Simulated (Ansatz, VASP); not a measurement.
# ZnS (Wurtzite-2H): VASP beside Ansatz

Aim: how closely do two programs agree when they are given the same cell, functional and k mesh? Of the first pair: The structure shown is the end of the Ansatz relaxation below.

Program: Ansatz 0.2.0. Level of theory: plane waves, with VASP 6.6.1 beside it; single point at PBE, relaxation of cell and atoms at PBE and zone-centre phonons at PBE. Results are calculated unless marked as measured.

### Step 1. Starting point

Symmetry: P6_3mc, No. 186, hexagonal system. The conventional cell has a = 3.825 Å, b = 3.825 Å, c = 6.276 Å, α = 90.00°, β = 90.00°, γ = 120.00°. Nearest to Zn lie 4 S at 2.35 Å. Nearest to S lie 4 Zn at 2.35 Å. Farther neighbours and most contacts between anions are not listed.

Coordinates:

```cif
data_structure
_symmetry_space_group_name_H-M 'P6_3mc'
_symmetry_Int_Tables_number 186
_cell_length_a 3.8253
_cell_length_b 3.8253
_cell_length_c 6.2758
_cell_angle_alpha 90.000
_cell_angle_beta 90.000
_cell_angle_gamma 120.000
_cell_volume 79.53
loop_
_atom_site_label
_atom_site_type_symbol
_atom_site_symmetry_multiplicity
_atom_site_Wyckoff_symbol
_atom_site_fract_x
_atom_site_fract_y
_atom_site_fract_z
_atom_site_occupancy
Zn1 Zn 2 b 0.33333 0.66667 0.00031 1
S1 S 2 b 0.33333 0.66667 0.37469 1
```

### Step 2. Ansatz: relaxation, PBE

Ansatz runs on its PAW soft_1 files.

This run makes the geometry at which the two programs are then compared.

The input, input.yaml:

```yaml
crystal:
  lattice:
    - [3.8258805841, 0.0, 0.0]
    - [-1.9129402921, 3.3133097777, 0.0]
    - [0.0, 0.0, 6.2738203493]
  atoms:
    - { symbol: Zn, position: [0.3333333333, 0.6666666667, 0.0002342773] }
    - { symbol: Zn, position: [0.6666666667, 0.3333333333, 0.5002342773] }
    - { symbol: S, position: [0.3333333333, 0.6666666667, 0.3747657227] }
    - { symbol: S, position: [0.6666666667, 0.3333333333, 0.8747657227] }
kpoints:
  mp_grid: { grid: [9, 9, 4] }
hamiltonian:
  xc: pbe
  pseudopotentials: { kind: paw, azcp: { folder: soft_1 } }
scf:
  occupations: { method: fixed }
output:
  forces: true
  stress: true
  eigenvalues: true
relax:
  adjacent_minimum: "off"
  f_tol: 0.001
  max_steps: 60
  cell: { stress_tol: 0.01, fix: [volume] }
```

Launch:

```
$ ansatz run input.yaml --threads 4 --pin off --max-ram 15360MiB --backend cpu --events-out ev --progress --plain --runs-dir out
```

Numbers of over 12 decimals in the logs are rounded to 6 here.

What it wrote:

```text
Engine: ansatz 0.2.0, aarch64-unknown-linux-gnu
Pseudopotentials: kind: paw
Pseudopotential: Zn, paw, valence charge 12, recommended cutoff 420 eV (normal), soft_1/Zn.paw.azcp
Pseudopotential: S, paw, valence charge 6, recommended cutoff 420 eV (normal), soft_1/S.paw.azcp
Functional definition: PBE
  parameter kappa = 0.804
  parameter beta = 0.066725
  exchange = pbe_x(kappa = kappa, mu = beta*pi^2/3)
  correlation = pbe_c(beta = beta)
Crystal: 4 atoms, lattice volume = 79.529 Å³
Basis set: ecut = 420 eV, 1545 PW (Γ), exchange–correlation on 54×54×90 points (8 copies of the dense FFT grid, shifted against one another)
Bands: 22, of which v1, the nominal top of the filled ones, is band 18 counted from 1 (17 counted from 0)
Symmetry: 12 space group operations
Space group: P63mc (ITA 186), of the structure as read, at distance tolerance 4.3e-5 Å
k-points: 36 of 324 (time reversal used)
Non-local potential: Zn, projectors of the file, l = 0: 2, l = 1: 2, l = 2: 3, l = 3: 1
Non-local potential: S, projectors of the file, l = 0: 2, l = 1: 2, l = 2: 1
PAW form: soft (Blöchl's): semilocal exchange-correlation on the pseudo side does not see the compensation charge
PAW one-centre angular grid: Zn, 590 points (default); XC on 64 Gauss nodes
PAW one-centre angular grid: S, 110 points (default); XC on 64 Gauss nodes
Initial density: superposition of atomic densities (chi_scale 0.1, normalization cell, long waves kept (reshape's long-wave potential 0.00 eV rms))
Initial wavefunctions: pseudopotential atomic-orbital guess
Functional: x = pbe(κ = 0.804, μ = 0.219515), c = pbe(β = 0.066725)
SCF iter   1: F=—  HF=-8445.647248 eV  |F-HF|=—  |Δ(HF+E_count)|=         —  Δρ=4.13e-2  dr2=8.24e-1  ethr=3.10e-3  ⟨swp⟩=5.2  Hψ=3896  notcnv=0  defer=67
preconditioner: auto → Resta (q_TF=auto, 2.391 Å⁻¹)  ε∞=6.2  [insulator: Δε(μ)=2.341 eV  Ē_g=10.951 eV  n_scr=22 (ndim 8)  ℏωp=25.0 eV  f_vac=0.007  ε∞_Penn≈6.2]
SCF iter   2: F=—  HF=-8445.482449 eV  |F-HF|=—  |Δ(HF+E_count)|=   1.65e-1  Δρ=1.61e-2  dr2=1.75e-1  ethr=2.29e-3  ⟨swp⟩=2.0  Hψ=1701  notcnv=0  defer=69
SCF iter   3: F=—  HF=-8445.461947 eV  |F-HF|=—  |Δ(HF+E_count)|=   2.05e-2  Δρ=1.09e-2  dr2=6.16e-2  ethr=4.87e-4  ⟨swp⟩=2.0  Hψ=1442  notcnv=0  defer=70
SCF iter   4: F=—  HF=-8445.452711 eV  |F-HF|=—  |Δ(HF+E_count)|=   9.24e-3  Δρ=3.12e-3  dr2=5.55e-3  ethr=1.71e-4  ⟨swp⟩=2.0  Hψ=1730  notcnv=0  defer=70
SCF iter   5: F=—  HF=-8445.456069 eV  |F-HF|=—  |Δ(HF+E_count)|=   3.36e-3  Δρ=5.47e-4  dr2=3.01e-4  ethr=1.54e-5  ⟨swp⟩=3.1  Hψ=1505  notcnv=0  defer=70
SCF iter   6: F=—  HF=-8445.456601 eV  |F-HF|=—  |Δ(HF+E_count)|=   5.32e-4  Δρ=2.92e-4  dr2=7.71e-5  ethr=8.37e-7  ⟨swp⟩=2.2  Hψ=1467  notcnv=0  defer=70
SCF iter   7: F=—  HF=-8445.456714 eV  |F-HF|=—  |Δ(HF+E_count)|=   1.13e-4  Δρ=8.99e-5  dr2=2.76e-6  ethr=2.14e-7  ⟨swp⟩=2.0  Hψ=1489  notcnv=0  defer=69
SCF iter   8: F=—  HF=-8445.456718 eV  |F-HF|=—  |Δ(HF+E_count)|=   4.11e-6  Δρ=2.18e-5  dr2=2.61e-7  ethr=7.66e-9  ⟨swp⟩=2.0  Hψ=1342  notcnv=0  defer=70
SCF iter   9: F=-8445.456718 eV  HF=-8445.456718 eV  |F-HF|=1.26e-8  |Δ(HF+E_count)|=   3.42e-7  Δρ=3.04e-6  dr2=8.85e-9  ethr=2.78e-10  ⟨swp⟩=9.1  Hψ=5078  notcnv=0
SCF 1 converged in 9 iterations: F = -8445.456718 eV  dr2 = 8.85e-9
  greatest PAW one-centre occupation: 0.983 electrons in one spin orbital (limit 2), on the Zn atom at site 1 (counted from 0), in its partial waves of l = 2
relax step   1: F+E_penalty+E_count = -8445.45671831 eV  Δ(F+E_penalty+E_count) = +0.000e0 eV  max|allowed force component| = 3.521e-3 eV/Å  Δτ_max = 0.0000 Å  P = +1.081 GPa  Ω = 79.529 Å³  fix = [volume]  reactions: volume +1.081 GPa  (9 SCF iters, dr2 threshold 1.00e-7 eV, accepted)
[...]
relax step   2: F+E_penalty+E_count = -8445.45672249 eV  Δ(F+E_penalty+E_count) = -4.172e-6 eV  max|allowed force component| = 2.298e-3 eV/Å  Δτ_max = 0.0003 Å  P = +1.080 GPa  Ω = 79.529 Å³  energy of the carried Pulay correction = +1.282e-17 eV  fix = [volume]  reactions: volume +1.080 GPa  (5 SCF iters, dr2 threshold 7.75e-10 eV, accepted)
[...]
relax step   3: F+E_penalty+E_count = -8445.45672336 eV  Δ(F+E_penalty+E_count) = -8.740e-7 eV  max|allowed force component| = 8.337e-4 eV/Å  Δτ_max = 0.0002 Å  P = +1.079 GPa  Ω = 79.529 Å³  energy of the carried Pulay correction = +5.128e-17 eV  fix = [volume]  reactions: volume +1.079 GPa  (5 SCF iters, dr2 threshold 3.30e-10 eV, accepted)
[...]
relax step   4: F+E_penalty+E_count = -8445.45672464 eV  Δ(F+E_penalty+E_count) = -1.280e-6 eV  max|allowed force component| = 8.334e-4 eV/Å  Δτ_max = 0.0000 Å  P = +1.079 GPa  Ω = 79.529 Å³  fix = [volume]  reactions: volume +1.079 GPa  stress off target by 5.81e-3 GPa on what of the cell is left free  SCF on the basis re-selected at this cell (its energy is not comparable with the rows above)  (5 SCF iters)
basis re-selected at this cell: Δ(F+E_penalty+E_count) = -1.280e-6 eV, ΔP = -0.000 GPa vs the last step (what re-selecting the basis moved, of the pressure what is left beyond the Pulay correction that the steps carried, after the strain that the cell walked since its last selection, with what the two solves' SCF thresholds leave and, on support functions, any second-order correction that the steps lacked; it is no m [...]
SCF converged after 5 iterations
Free energy (F): -8445.456725 eV
Harris-Foulkes:  -8445.456725 eV  (|F-HF|=0.00e0)
Internal energy: -8445.456725 eV  (E = F + TS)
E sigma→0 (E₀):  -8445.456725 eV
Fermi energy:    5.688174 eV
--- Per-component energies (eV) ---
  E_band       = 6.889454
  E_kinetic    = 506.143032
  E_local      = -4551.164386  (includes V_loc(G=0)·N_el)
  E_nonlocal   = 1709.675915
  E_hartree    = 1734.835883
  E_xc         = -334.603231
  E_vxc        = -267.322167  (∫ρ·V_xc dr)
  E_paw        = -5013.057242  (= ΣΔE_a)
  E_vpaw       = -860.114192  (= ΣTr[D̂ρ^β])
  E_aug_tail   = -0.000521  (compensation charges beyond the density's cutoff)
  E_ewald      = -2497.286174
  E_smearing   = -0.000000  (= −TS)
  E_closure    = -0.000000  (closes the sum)
  Σ components = -8445.456725   (vs F -8445.456725, Δ=0.00e0)
--- Forces (eV/Å), atoms counted from 1 ---
  atom   1  Zn    -0.00000000    -0.00000000     0.00083336
  atom   2  Zn     0.00000000     0.00000000     0.00083336
  atom   3  S     -0.00000000    -0.00000000    -0.00083345
  atom   4  S      0.00000000     0.00000000    -0.00083345
  max |Σ_I F_I| component: 1.88e-7 eV/Å
--- Stress (GPa, compression-positive) ---
        1.082325       0.000000       0.000000
        0.000000       1.082325      -0.000000
        0.000000      -0.000000       1.073616
  P = ⅓ Tr σ = 1.0794 GPa (10.794 kbar)
--- Band table (eV; the first three rows and the last of 36) ---
  k-point 0: bands = [... 14 lower, 4.8111, 5.6088, 5.6882, 5.6882, 7.8285, 8.7637, 11.9837, 11.9837]
  k-point 1: bands = [... 14 lower, 4.9301, 4.9301, 5.5490, 5.5490, 8.7259, 8.9133, 11.9271, 12.0789]
  k-point 2: bands = [... 14 lower, 5.2295, 5.2295, 5.2295, 5.2295, 9.2031, 9.2031, 12.4331, 12.4331]
  k-point 35: bands = [... 14 lower, 2.7007, 2.7007, 4.3583, 4.3583, 10.1578, 10.1578, 12.0205, 12.0205]
--- Relaxed structure (3 steps of the walk, 3 accepted, 1 SCFs on fresh bases) ---
  F+E_penalty+E_count = -8445.45672464 eV   max|allowed force component| = 8.334e-4 eV/Å   (the final SCF, on the basis selected at the relaxed cell)
  cell:  # Å, volume = 79.5290 Å³
    - [3.825290, 2.886306687220753e-11, 0]
    - [-1.912645, 3.312798, 0]
    - [0, 0, 6.275758]
  atoms:
    - { symbol: Zn, position: [0.333333, 0.666667, 0.000314601] }
    - { symbol: Zn, position: [0.666667, 0.333333, 0.500315] }
    - { symbol: S, position: [0.333333, 0.666667, 0.374685] }
    - { symbol: S, position: [0.666667, 0.333333, 0.874685] }
```

### Step 3. VASP: single point, PBE

The same cell, functional and mesh now go to VASP, with its own data sets.

Lines of VASP's logs that name or quote its potential files are left out, and so is its time.

The input, INCAR:

```
SYSTEM = ZnS
PREC = Accurate
ENCUT = 500
EDIFF = 1E-06
NELM = 120
ISMEAR = 0
SIGMA = 0.01
LREAL = .FALSE.
ALGO = Normal
GGA = PE
NBANDS = 24
LORBIT = 11
LWAVE = .FALSE.
LCHARG = .FALSE.
ISIF = 2
LASPH = .TRUE.
GGA_COMPAT = .FALSE.
EFERMI = MIDGAP
KPAR = 2
```

The input, POSCAR:

```
ZnS
1.0
    3.8252900154      0.0000000000      0.0000000000
   -1.9126450077      3.3127983302      0.0000000000
    0.0000000000      0.0000000000      6.2757576705
Zn S
2 2
Direct
    0.3333333333      0.6666666667      0.0003146006
    0.6666666667      0.3333333333      0.5003146006
    0.3333333333      0.6666666667      0.3746853994
    0.6666666667      0.3333333333      0.8746853994
```

The input, KPOINTS:

```
Automatic mesh
0
Gamma
9 9 4
0 0 0
```

PAW data sets: Zn and S (PBE family, release 64).

Launch:

```
$ mpirun -np 2 vasp_std
```

What it wrote:

```text
[banner, memory and clock lines left out]
running    2 mpi-ranks, on    1 nodes
 distrk:  each k-point on    1 cores,    2 groups
 distr:  one band on    1 cores,    1 groups

 POSCAR found type information on POSCAR ZnS
 POSCAR found :  2 types and       4 ions
 LDA part: xc-table for (Slater+PW92), standard interpolation
 POSCAR, INCAR and KPOINTS ok, starting setup
 FFT: planning ... GRIDC
 FFT: planning ... GRID_SOFT
 FFT: planning ... GRID
 WAVECAR not read
 entering main loop
       N       E                     dE             d eps       ncg     rms          rms(c)
DAV:   1     0.231176125161E+03    0.23118E+03   -0.17062E+04  1728   0.176E+03
DAV:   2     0.614617210718E+01   -0.22503E+03   -0.21833E+03  1872   0.356E+02
DAV:   3    -0.141282202457E+02   -0.20274E+02   -0.20168E+02  2192   0.108E+02
DAV:   4    -0.145351734284E+02   -0.40695E+00   -0.40676E+00  2024   0.161E+01
DAV:   5    -0.145426790677E+02   -0.75056E-02   -0.75053E-02  2240   0.204E+00    0.962E+00
DAV:   6    -0.136852237945E+02    0.85746E+00   -0.18433E+00  2624   0.397E+01    0.745E+00
DAV:   7    -0.136976969505E+02   -0.12473E-01   -0.15542E+00  1984   0.714E+00    0.339E+00
DAV:   8    -0.136868145443E+02    0.10882E-01   -0.65225E-02  2272   0.309E+00    0.104E+00
DAV:   9    -0.136874714366E+02   -0.65689E-03   -0.13861E-02  2432   0.192E+00    0.249E-01
DAV:  10    -0.136876133726E+02   -0.14194E-03   -0.95869E-04  2016   0.389E-01    0.124E-01
DAV:  11    -0.136878523816E+02   -0.23901E-03   -0.44500E-04  2048   0.132E-01    0.934E-02
DAV:  12    -0.136878467047E+02    0.56769E-05   -0.15901E-05  2080   0.264E-02    0.757E-03
DAV:  13    -0.136878498221E+02   -0.31174E-05   -0.38737E-06  1840   0.119E-02    0.331E-03
DAV:  14    -0.136878500086E+02   -0.18651E-06   -0.31202E-07  1544   0.580E-03
   1 F= -.13687850E+02 E0= -.13687850E+02  d E =0.000000E+00
```

OUTCAR, selected parts (step 3):

```text
ion  position               nearest neighbor table
   1  0.333  0.667  0.000-   4 2.35   4 2.35   4 2.35   3 2.35
   2  0.667  0.333  0.500-   3 2.35   3 2.35   3 2.35   4 2.35
   3  0.333  0.667  0.375-   2 2.35   2 2.35   2 2.35   1 2.35
   4  0.667  0.333  0.875-   1 2.35   1 2.35   1 2.35   2 2.35

  LATTYP: Found a hexagonal cell.
 ALAT       =     3.8252900154
 C/A-ratio  =     1.6405965679

 Subroutine GETGRP returns: Found 12 space group operations
 (whereof  6 operations were pure point group operations)

The static configuration has the point symmetry C_3v.
 The point group associated with its full space group is C_6v.

 Found     36 irreducible k-points:

   k-points           NKPTS =     36   k-points in BZ     NKDIM =     36   number of bands    NBANDS=     24

   dimension x,y,z NGX =    28 NGY =   28 NGZ =   48
   dimension x,y,z NGXF=    56 NGYF=   56 NGZF=   96

   ENCUT  =  500.0 eV  36.75 Ry    6.06 a.u.   6.97  6.97 11.44*2*pi/ulx,y,z

   NELECT =      36.0000    total number of electrons

 k-points in reciprocal lattice and weights: Automatic mesh
   0.00000000  0.00000000  0.00000000       0.003
   0.11111111 -0.00000000  0.00000000       0.019
   0.22222222 -0.00000000  0.00000000       0.019
   0.33333333 -0.00000000  0.00000000       0.019
   0.44444444 -0.00000000  0.00000000       0.019
   0.11111111  0.11111111  0.00000000       0.019
   0.22222222  0.11111111  0.00000000       0.037
   0.33333333  0.11111111  0.00000000       0.037
   0.44444444  0.11111111  0.00000000       0.019
[...]
0.33333333  0.22222222  0.50000000       0.037
   0.33333333  0.33333333  0.50000000       0.006

 average (electrostatic) potential at core
       1 -36.3097       2 -36.3097       3 -88.6269       4 -88.6269

 E-fermi :   3.1272

 k-point     1 :       0.0000    0.0000    0.0000
  band No.  band energies     occupation
    ...
     14       1.1768      2.00000
     15       1.1768      2.00000
     16       1.9739      2.00000
     17       2.0530      2.00000
     18       2.0530      2.00000
     19       4.2014      0.00000
     20       5.1368      0.00000
     21       8.3731      0.00000
     22       8.3731      0.00000
     23       8.6303      0.00000
    ...

 k-point     2 :       0.1111   -0.0000    0.0000
  band No.  band energies     occupation
    ...
     14       0.5477      2.00000
     15       0.9874      2.00000
     16       1.3310      2.00000
     17       1.8691      2.00000
     18       1.9506      2.00000
     19       4.8568      0.00000
     20       5.7071      0.00000
     21       8.0119      0.00000
     22       8.6067      0.00000
     23       8.8519      0.00000
    ...

 k-point     3 :       0.2222   -0.0000    0.0000
  band No.  band energies     occupation
    ...
     14      -0.6074      2.00000
     15       0.1481      2.00000
     16       0.5656      2.00000
     17       1.5406      2.00000
     18       1.6866      2.00000
     19       5.7467      0.00000
     20       6.1937      0.00000
     21       7.9088      0.00000
     22       8.6700      0.00000
     23       9.0050      0.00000
    ...

  Total        0.6098517      0.6098517      0.6072410      0.0000000     -0.0000000      0.0000000
  in kB       12.2859646     12.2859646     12.2333710      0.0000000     -0.0000000      0.0000000
  external PRESSURE =      12.2684334 kB  Pullay stress =       0.0000000 kB

  energy-cutoff  :      500.00
  volume of cell :       79.53
      direct lattice vectors                 reciprocal lattice vectors
     3.825290015  0.000000000  0.000000000     0.261418088  0.150929803  0.000000000
    -1.912645008  3.312798330  0.000000000     0.000000000  0.301859606  0.000000000
     0.000000000  0.000000000  6.275757670     0.000000000  0.000000000  0.159343310

 POSITION                                       TOTAL-FORCE (eV/Angst)
 -----------------------------------------------------------------------------------
     -0.00000      2.20853      0.00197        -0.000000      0.000000      0.001132
      1.91265      1.10427      3.13985         0.000000     -0.000000      0.001132
     -0.00000      2.20853      2.35143        -0.000000      0.000000     -0.001132
      1.91265      1.10427      5.48931         0.000000     -0.000000     -0.001132
 -----------------------------------------------------------------------------------
    total drift:                               -0.000000     -0.000001     -0.000111

  FREE ENERGIE OF THE ION-ELECTRON SYSTEM (eV)
  ---------------------------------------------------
  free  energy   TOTEN  =       -13.6878500086 eV

  energy  without entropy=      -13.6878500086  energy(sigma->0) =      -13.68785001

 total charge
# of ion       s       p       d       tot
------------------------------------------
    1        0.516   0.468   9.800  10.784
    2        0.516   0.468   9.800  10.784
    3        1.315   2.435   0.000   3.750
    4        1.315   2.435   0.000   3.750
--------------------------------------------------
tot          3.662   5.807  19.599  29.068

[... 3 further parts left out ...]
```

The run ends at a pressure of 1.23 GPa, with forces up to 0.0011 eV/Å.

### Step 4. Differences

Known differences besides the potentials themselves: fixed occupations in Ansatz, narrow Gaussian smearing in VASP; the cutoff is 420 eV in Ansatz and 500 eV in VASP; Ansatz's pressure holds a Pulay correction, VASP's none. Total energies have different zeros and are not compared.

The two programs side by side:

| quantity | Ansatz | VASP | difference |
| --- | --- | --- | --- |
| pressure (GPa) | 1.08 | 1.23 | -0.15 |
| gap on the k mesh (eV) | 2.140 | 2.148 | -0.008 |

A gap on the mesh is an upper bound, since the band edges may lie between its points.

### Step 5. Ansatz: relaxation of cell and atoms, PBE

The relaxed volume is the usual yardstick between codes: in a stiff, nearly cubic crystal its relative difference is about their pressure difference at one cell divided by the bulk modulus.

The cell is taken from a series of runs on this material, whose earlier steps may have relaxed, scaled, displaced or heated it; both programs get it as it stands.

input.yaml, the sections that differ from step 2:

```yaml
crystal:
  lattice:
    - [3.8446972204, 0.0, 0.0]
    - [-1.9223486102, 3.3296054628, 0.0]
    - [0.0, 0.0, 6.3050957669]
  atoms:
    - { symbol: Zn, position: [0.3333333333, 0.6666666667, 0.0002057343] }
    - { symbol: Zn, position: [0.6666666667, 0.3333333333, 0.5002057343] }
    - { symbol: S, position: [0.3333333333, 0.6666666667, 0.3747942657] }
    - { symbol: S, position: [0.6666666667, 0.3333333333, 0.8747942657] }
relax:
  adjacent_minimum: "off"
  f_tol: 0.001
  max_steps: 60
  cell: { stress_tol: 0.01 }
# kpoints, hamiltonian, scf, output: as in step 2
```

Launch:

```
$ ansatz run input.yaml --threads 4 --pin off --max-ram 15360MiB --backend cpu --events-out ev --progress --plain --runs-dir out
```

What it wrote:

```text
[...]
Crystal: 4 atoms, lattice volume = 80.714 Å³
Basis set: ecut = 420 eV, 1581 PW (Γ), exchange–correlation on 54×54×90 points (8 copies of the dense FFT grid, shifted against one another)
Bands: 22, of which v1, the nominal top of the filled ones, is band 18 counted from 1 (17 counted from 0)
Symmetry: 12 space group operations
[...]
k-points: 36 of 324 (time reversal used)
[...]
--- Relaxed structure (3 steps of the walk, 3 accepted, 1 SCFs on fresh bases) ---
[...]
cell:  # Å, volume = 80.7401 Å³
    - [3.845204, 0.0, 0]
    - [-1.922602, 3.330044, 0]
    - [0, 0, 6.305507]
  atoms:
    - { symbol: Zn, position: [0.333333, 0.666667, 0.000234277] }
    - { symbol: Zn, position: [0.666667, 0.333333, 0.500234] }
    - { symbol: S, position: [0.333333, 0.666667, 0.374766] }
    - { symbol: S, position: [0.666667, 0.333333, 0.874766] }
[key lines of the parts left out:]
SCF converged after 6 iterations
Free energy (F): -8445.460730 eV
Fermi energy:    5.494554 eV
P = ⅓ Tr σ = -0.0011 GPa (-0.011 kbar)
```

(Continued in part 2 of 2.)

[Lines on the potential files, build, host, timing and source positions are cut from VASP's logs without a mark.]

[Logs are printed without paths, hosts, clocks, repeated set-up lines and the standing remarks that a program may print on its own settings, such as how far it seeks lower states.]

[Hosts, paths, dates, database ids (printed as entryN), source tags and the programs' standing remarks are cut or masked in the printed files.]
